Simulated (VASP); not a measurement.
MnS:

```
CELL_PARAMETERS angstrom
0.00000 2.60450 2.60450
2.60450 0.00000 2.60450
2.60450 2.60450 0.00000
ATOMIC_POSITIONS crystal
Mn 0.00000 0.00000 0.00000
S 0.50000 0.50000 0.50000
```

* Program: VASP 6.6.1
* Task: relaxation of cell and atoms
* Functional: PBEsol
* Potentials or basis: VASP PAW PBE potentials, release 64 (Mn_pv, S)
* Cutoff: 600 eV
* k mesh: 10 × 10 × 10
* Occupations: gaussian, width 0.03 eV
* Spin: collinear spin, ferromagnetic start
* Starting moments: [4.0, 0.0] μB

At the start: pressure -6.7 GPa; volume 17.67 Å³/atom.

Q: Where does the relaxation end?

A: Over 5 steps the energy falls by 68.0 meV/atom and the volume is 15.08 Å³/atom (-14.7 %); space group Fm-3m (No. 225, to 0.05 Å); moment 4.11 μB per cell.

The path:
```csv
step,energy change (eV),largest force (eV/Å),pressure (GPa),volume (Å³)
1,0.0000,0.0000,-6.72,35.33
2,-0.1189,0.0000,-3.54,31.68
3,-0.1273,0.0000,2.82,29.22
4,-0.1359,0.0000,-0.20,30.25
5,-0.1360,0.0000,-0.01,30.15
```

Final structure:
```
Mn S
1.0
     0.00000    2.47032    2.47032
     2.47032    0.00000    2.47032
     2.47032    2.47032    0.00000
Mn S
1 1
Direct
  0.00000 0.00000 0.00000
  0.50000 0.50000 0.50000
```

Caveat: the PAW data sets were made with another functional, which shifts forces and pressure a little; the volume moved by -15 % from the deposited cell, more than functionals usually miss; a cell with one magnetic atom can't hold antiferromagnetic order, which such compounds often take.
